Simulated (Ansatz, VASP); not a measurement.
**HfC in two plane-wave programs**

Wanted: the spread between two codes on one cell, functional and k mesh. The cell is taken from a series of runs on this material, whose earlier steps may have relaxed, scaled, displaced or heated it; both programs get it as it stands.

Calculated with Ansatz 0.2.0; plane waves, with VASP 6.6.1 beside it; zone-centre phonons at PBEsol.

### Step 1. The structure

It takes space group Immm (No. 71, orthorhombic). Conventional cell: a = 3.225 Å, b = 3.267 Å, c = 4.614 Å, α = 90.00°, β = 90.00°, γ = 90.00°. Nearest to C lie 6 Hf at 2.30 to 2.31 Å. Nearest to Hf lie 6 C at 2.30 to 2.31 Å. Farther neighbours are not listed.

Coordinates:

```xyz
2
Lattice="-0.0147 2.2953 2.3068 2.2953 -0.0147 2.3068 2.2805 2.2805 0.0000" Properties=species:S:1:pos:R:3 pbc="T T T"
C     0.0000    0.0000    0.0000
Hf    2.2805    2.2805    2.3068
```

### Step 2. VASP: zone-centre phonons, PBEsol

Second derivatives magnify differences that forces hide, and they need a tight electronic threshold.

Lines of VASP's logs that name or quote its potential files are left out, and so is its time.

Contents of INCAR:

```
SYSTEM = HfC
PREC = Accurate
ENCUT = 600
EDIFF = 1E-08
NELM = 120
ISMEAR = 1
SIGMA = 0.2
LREAL = .FALSE.
ALGO = Normal
GGA = PS
NBANDS = 13
LASPH = .TRUE.
LORBIT = 11
LWAVE = .FALSE.
LCHARG = .FALSE.
ISIF = 2
IBRION = 8
GGA_COMPAT = .FALSE.
KPAR = 2
```

Contents of POSCAR:

```
HfC
1.0
   -0.0147360305      2.2952803002      2.3067952379
    2.2952803002     -0.0147360305      2.3067952379
    2.2805442698      2.2805442698      0.0000000000
C Hf
1 1
Direct
    0.0000000000      0.0000000000      0.0000000000
    0.5000000000      0.5000000000      0.5000000000
```

Contents of KPOINTS:

```
Automatic mesh
0
Gamma
16 16 16
0 0 0
```

Potentials, in the order of the species: C and Hf_pv (PBE family, release 64).

The run is started by

```sh
> mpirun -np 2 vasp_std
```

Numbers of over 12 decimals in the logs are rounded to 6 here.

Output:

```text
[banner, memory and clock lines left out]
running    2 mpi-ranks, on    1 nodes
 distrk:  each k-point on    1 cores,    2 groups
 distr:  one band on    1 cores,    1 groups

 POSCAR found type information on POSCAR C Hf
 POSCAR found :  2 types and       2 ions
|                                                                             |
|               ----> ADVICE to this user running VASP <----                  |
|                                                                             |
|     You enforced a specific xc type in the INCAR file but a different       |
|     [... a line on the potential file left out ...]
|     I HOPE YOU KNOW WHAT YOU ARE DOING!                                     |
|                                                                             |

 LDA part: xc-table for (Slater+PW92), standard interpolation
 POSCAR, INCAR and KPOINTS ok, starting setup
 FFT: planning ... GRIDC
 FFT: planning ... GRID_SOFT
 FFT: planning ... GRID
 WAVECAR not read
 entering main loop
       N       E                     dE             d eps       ncg     rms          rms(c)
DAV:   1     0.249026001077E+02    0.24903E+02   -0.86294E+03 16178   0.119E+03
DAV:   2    -0.233057328044E+02   -0.48208E+02   -0.45167E+02 20426   0.222E+02
DAV:   3    -0.250579366860E+02   -0.17522E+01   -0.17435E+01 20212   0.301E+01
DAV:   4    -0.250673461290E+02   -0.94094E-02   -0.94079E-02 18098   0.266E+00
DAV:   5    -0.250674101193E+02   -0.63990E-04   -0.63990E-04 20135   0.200E-01    0.615E+01
DAV:   6    -0.222616890625E+02    0.28057E+01   -0.12025E+01 18641   0.186E+01    0.433E+01
DAV:   7    -0.222093033209E+02    0.52386E-01   -0.52756E-01 18566   0.526E+00    0.238E+01
DAV:   8    -0.221981342493E+02    0.11169E-01   -0.52747E-02 19626   0.185E+00    0.481E+00
DAV:   9    -0.221934923129E+02    0.46419E-02   -0.21579E-02 19311   0.811E-01    0.187E+00
DAV:  10    -0.221930836914E+02    0.40862E-03   -0.16642E-03 19538   0.301E-01    0.753E-02
DAV:  11    -0.221930799622E+02    0.37293E-05   -0.77558E-05 18706   0.819E-02    0.141E-02
DAV:  12    -0.221930793241E+02    0.63807E-06   -0.31396E-06 20493   0.146E-02    0.991E-03
DAV:  13    -0.221930791632E+02    0.16087E-06   -0.24453E-07 19680   0.358E-03    0.208E-03
DAV:  14    -0.221930791425E+02    0.20731E-07   -0.18378E-08 16610   0.111E-03    0.137E-03
DAV:  15    -0.221930791575E+02   -0.15023E-07   -0.48661E-09  9268   0.609E-04    0.158E-04
DAV:  16    -0.221930791574E+02    0.15621E-09   -0.59122E-10  8478   0.230E-04
   1 F= -.22193079E+02 E0= -.22192832E+02  d E =-.740656E-03
 Linear response reoptimize wavefunctions to high precision
DAV:   1    -0.221930791558E+02    0.16028E-08   -0.31950E-11  9473   0.528E-05
DAV:   2    -0.221930791558E+02   -0.10232E-10   -0.38429E-12  8308   0.169E-05
 Linear response DOF=           4
 Linear response progress:
  Degree of freedom:   1/  4
       N       E                     dE             d eps       ncg     rms          rms(c)
RMM:   1    -0.123182144206E+00   -0.12318E+00    0.27734E-02 63435   0.190E+00
RMM:   2    -0.118960930290E+00    0.42212E-02   -0.34777E-03 45830   0.357E-01    0.441E-01
RMM:   3    -0.119330036365E+00   -0.36911E-03   -0.66775E-04 42184   0.149E-01    0.232E-01
RMM:   4    -0.120273407260E+00   -0.94337E-03   -0.40115E-04 43054   0.112E-01    0.395E-02
RMM:   5    -0.120273908299E+00   -0.50104E-06   -0.10707E-05 47651   0.242E-02    0.116E-02
RMM:   6    -0.120273598690E+00    0.30961E-06   -0.39236E-07 50808   0.426E-03    0.454E-03
RMM:   7    -0.120262476854E+00    0.11122E-04   -0.93979E-08 49095   0.212E-03    0.264E-03
RMM:   8    -0.120265456629E+00   -0.29798E-05   -0.11713E-08 52092   0.690E-04    0.393E-04
RMM:   9    -0.120264903965E+00    0.55266E-06   -0.60661E-09 53925   0.128E-04    0.170E-04
RMM:  10    -0.120264896152E+00    0.78135E-08   -0.39971E-09 55247   0.298E-05    0.351E-05
 first order change of Fermi-energy   0.11258E-02
 force on displaced ion       1 direction 1 :  -8.791   0.276   0.000
 Linear response progress:
  Degree of freedom:   2/  4
       N       E                     dE             d eps       ncg     rms          rms(c)
RMM:   1    -0.122441873761E+00   -0.12244E+00    0.31346E-02 35690   0.189E+00
RMM:   2    -0.118725016461E+00    0.37169E-02   -0.32997E-03 25893   0.349E-01    0.417E-01
RMM:   3    -0.119093078821E+00   -0.36806E-03   -0.63615E-04 23665   0.146E-01    0.218E-01
RMM:   4    -0.120024662177E+00   -0.93158E-03   -0.39488E-04 24203   0.111E-01    0.381E-02
RMM:   5    -0.120025482631E+00   -0.82045E-06   -0.10298E-05 26760   0.238E-02    0.113E-02
RMM:   6    -0.120025113364E+00    0.36927E-06   -0.38318E-07 28340   0.422E-03    0.444E-03
RMM:   7    -0.120014447278E+00    0.10666E-04   -0.87521E-08 27415   0.204E-03    0.261E-03
RMM:   8    -0.120017216675E+00   -0.27694E-05   -0.10194E-08 28952   0.676E-04    0.381E-04
RMM:   9    -0.120016774662E+00    0.44201E-06    0.25664E-09 29974   0.122E-04    0.172E-04
RMM:  10    -0.120016770199E+00    0.44638E-08    0.21827E-09 30680   0.282E-05    0.465E-05
 first order change of Fermi-energy   0.10143E-02
 force on displaced ion       1 direction 3 :   0.000   0.000  -8.233
 Linear response progress:
  Degree of freedom:   3/  4
       N       E                     dE             d eps       ncg     rms          rms(c)
RMM:   1    -0.214979083682E+00   -0.21498E+00    0.37604E+00 31572   0.120E+01
RMM:   2    -0.210876706187E+00    0.41024E-02   -0.31360E-02 44050   0.129E+00    0.536E-01
RMM:   3    -0.210132882231E+00    0.74382E-03   -0.95924E-04 55517   0.157E-01    0.225E-01
RMM:   4    -0.209612896828E+00    0.51999E-03   -0.81521E-05 59459   0.562E-02    0.137E-01
RMM:   5    -0.209164143481E+00    0.44875E-03   -0.29877E-05 58929   0.401E-02    0.136E-02
RMM:   6    -0.209156905093E+00    0.72384E-05   -0.40933E-06 60353   0.106E-02    0.616E-03
RMM:   7    -0.209165164506E+00   -0.82594E-05   -0.44774E-07 64603   0.244E-03    0.629E-03
RMM:   8    -0.209165269859E+00   -0.10535E-06   -0.69693E-07 63406   0.602E-04    0.203E-03
RMM:   9    -0.209165718310E+00   -0.44845E-06   -0.92243E-07 66651   0.293E-04    0.467E-05
RMM:  10    -0.209166046387E+00   -0.32808E-06   -0.54250E-07 63985   0.101E-04    0.243E-05
RMM:  11    -0.209166125238E+00   -0.78851E-07   -0.26230E-07 69108   0.394E-05    0.436E-05
RMM:  12    -0.209166127746E+00   -0.25079E-08   -0.12509E-07 61504   0.170E-05    0.322E-05
RMM:  13    -0.209166130085E+00   -0.23384E-08   -0.65697E-08 58390   0.933E-06    0.195E-05
 first order change of Fermi-energy  -0.97690E-03
 force on displaced ion       2 direction 1 :  -8.791   0.277   0.000
 Linear response progress:
  Degree of freedom:   4/  4
       N       E                     dE             d eps       ncg     rms          rms(c)
RMM:   1    -0.215174762969E+00   -0.21517E+00    0.37169E+00 18093   0.119E+01
RMM:   2    -0.211405027579E+00    0.37697E-02   -0.31083E-02 24940   0.128E+00    0.517E-01
RMM:   3    -0.210683446122E+00    0.72158E-03   -0.94711E-04 30953   0.154E-01    0.212E-01
RMM:   4    -0.210179778900E+00    0.50367E-03   -0.77505E-05 33323   0.545E-02    0.132E-01
RMM:   5    -0.209731817454E+00    0.44796E-03   -0.28487E-05 32950   0.395E-02    0.129E-02
RMM:   6    -0.209723703353E+00    0.81141E-05   -0.34492E-06 33858   0.103E-02    0.582E-03
RMM:   7    -0.209732492255E+00   -0.87889E-05   -0.92230E-07 35710   0.234E-03    0.596E-03
RMM:   8    -0.209732616763E+00   -0.12451E-06   -0.24455E-06 35174   0.560E-04    0.177E-03
RMM:   9    -0.209732997539E+00   -0.38078E-06   -0.16612E-06 36961   0.263E-04    0.517E-05
RMM:  10    -0.209733317817E+00   -0.32028E-06   -0.10472E-06 35637   0.892E-05    0.128E-05
RMM:  11    -0.209733376027E+00   -0.58210E-07   -0.45474E-07 38866   0.335E-05    0.323E-05
RMM:  12    -0.209733387154E+00   -0.11127E-07   -0.22618E-07 34649   0.142E-05    0.171E-05
RMM:  13    -0.209733392986E+00   -0.58316E-08   -0.11097E-07 30825   0.803E-06    0.104E-05
RMM:  14    -0.209733393800E+00   -0.81459E-09   -0.64289E-08 24257   0.523E-06    0.824E-06
 first order change of Fermi-energy  -0.70797E-03
 force on displaced ion       2 direction 3 :   0.000   0.000  -8.234
 Linear response finished
```

From OUTCAR (step 2):

```text
ion  position               nearest neighbor table
   1  0.000  0.000  0.000-   2 2.30   2 2.30   2 2.30   2 2.30   2 2.31   2 2.31
   2  0.500  0.500  0.500-   1 2.30   1 2.30   1 2.30   1 2.30   1 2.31   1 2.31

  LATTYP: Found a body centered orthorhombic cell.
 ALAT       =     3.2251766359
 B/A-ratio  =     1.0129232575
 C/A-ratio  =     1.4304923409

 Subroutine GETGRP returns: Found  8 space group operations
 (whereof  8 operations were pure point group operations)

The static configuration has the point symmetry D_2h.

 Found    621 irreducible k-points:

   k-points           NKPTS =    621   k-points in BZ     NKDIM =    621   number of bands    NBANDS=     13

   dimension x,y,z NGX =    28 NGY =   28 NGZ =   28
   dimension x,y,z NGXF=    56 NGYF=   56 NGZF=   56

   ENCUT  =  600.0 eV  44.10 Ry    6.64 a.u.   6.50  6.50  6.44*2*pi/ulx,y,z

   NELECT =      14.0000    total number of electrons

 k-points in reciprocal lattice and weights: Automatic mesh
   0.00000000  0.00000000  0.00000000       0.000
   0.06250000  0.00000000  0.00000000       0.001
   0.12500000  0.00000000  0.00000000       0.001
   0.18750000 -0.00000000  0.00000000       0.001
   0.25000000  0.00000000  0.00000000       0.001
   0.31250000  0.00000000  0.00000000       0.001
   0.37500000 -0.00000000  0.00000000       0.001
   0.43750000  0.00000000  0.00000000       0.001
   0.50000000  0.00000000  0.00000000       0.000
[...]
0.25000000  0.25000000  0.50000000       0.000
  -0.25000000  0.25000000  0.50000000       0.000

 average (electrostatic) potential at core
       1 -47.5937       2 -34.8298

  Total        0.2808623      0.2808623     -0.0610592      0.3354570      0.0000000      0.0000000
  in kB       18.5144756     18.5144756     -4.0250323     22.1133623      0.0000000      0.0000000
  external PRESSURE =      11.0013063 kB  Pullay stress =       0.0000000 kB

  energy-cutoff  :      600.00
  volume of cell :       24.30
      direct lattice vectors                 reciprocal lattice vectors
    -0.014736031  2.295280300  2.306795238    -0.216448686  0.216448686  0.216750924
     2.295280300 -0.014736031  2.306795238     0.216448686 -0.216448686  0.216750924
     2.280544270  2.280544270  0.000000000     0.219245908  0.219245908 -0.216750924

 POSITION                                       TOTAL-FORCE (eV/Angst)
 -----------------------------------------------------------------------------------
      0.00000      0.00000      0.00000         0.000000      0.000000     -0.000000
      2.28054      2.28054      2.30680        -0.000000     -0.000000      0.000000
 -----------------------------------------------------------------------------------
    total drift:                                0.000000      0.000000      0.000000

 Eigenvectors and eigenvalues of the dynamical matrix
 ----------------------------------------------------

   1 f  =   14.032633 THz    88.169634 2PiTHz  468.078254 cm-1    58.034281 meV
             X         Y         Z           dx          dy          dz
      0.000000  0.000000  0.000000    -0.684450    0.684450    0.000000
      2.280544  2.280544  2.306795     0.177560   -0.177560    0.000000

   2 f  =   13.599079 THz    85.445535 2PiTHz  453.616456 cm-1    56.241247 meV
             X         Y         Z           dx          dy          dz
      0.000000  0.000000  0.000000    -0.684459   -0.684459    0.000000
      2.280544  2.280544  2.306795     0.177528    0.177528   -0.000000

   3 f  =   13.371421 THz    84.015114 2PiTHz  446.022586 cm-1    55.299728 meV
             X         Y         Z           dx          dy          dz
      0.000000  0.000000  0.000000    -0.000000   -0.000000   -0.967957
      2.280544  2.280544  2.306795     0.000000    0.000000    0.251115

   4 f/i=    0.000161 THz     0.001009 2PiTHz    0.005359 cm-1     0.000664 meV
             X         Y         Z           dx          dy          dz
      0.000000  0.000000  0.000000     0.177560   -0.177560   -0.000000
      2.280544  2.280544  2.306795     0.684450   -0.684450   -0.000000

   5 f/i=    0.000251 THz     0.001575 2PiTHz    0.008362 cm-1     0.001037 meV
             X         Y         Z           dx          dy          dz
      0.000000  0.000000  0.000000    -0.000000    0.000000   -0.251115
      2.280544  2.280544  2.306795    -0.000000    0.000000   -0.967957

   6 f/i=    0.000474 THz     0.002981 2PiTHz    0.015826 cm-1     0.001962 meV
             X         Y         Z           dx          dy          dz
      0.000000  0.000000  0.000000    -0.177528   -0.177528    0.000000
      2.280544  2.280544  2.306795    -0.684459   -0.684459    0.000000

 ELASTIC MODULI CONTR FROM IONIC RELAXATION (kBar)
 Direction    XX          YY          ZZ          XY          YZ          ZX
 --------------------------------------------------------------------------------
 XX           0.0000      0.0000      0.0000      0.0000      0.0000      0.0000
 YY           0.0000      0.0000      0.0000      0.0000      0.0000      0.0000
 ZZ           0.0000      0.0000      0.0000      0.0000      0.0000      0.0000
 XY           0.0000      0.0000      0.0000      0.0000      0.0000      0.0000
 YZ           0.0000      0.0000      0.0000      0.0000      0.0000      0.0000
 ZX           0.0000      0.0000      0.0000      0.0000      0.0000      0.0000
 --------------------------------------------------------------------------------
```

[end of part 1 of 2]

[Lines on the potential files, build, host, timing and source positions are cut from VASP's logs without a mark.]

[Logs are printed without paths, hosts, clocks, repeated set-up lines and the standing remarks that a program may print on its own settings, such as how far it seeks lower states.]

[Hosts, paths, dates, database ids (printed as entryN), source tags and the programs' standing remarks are cut or masked in the printed files.]
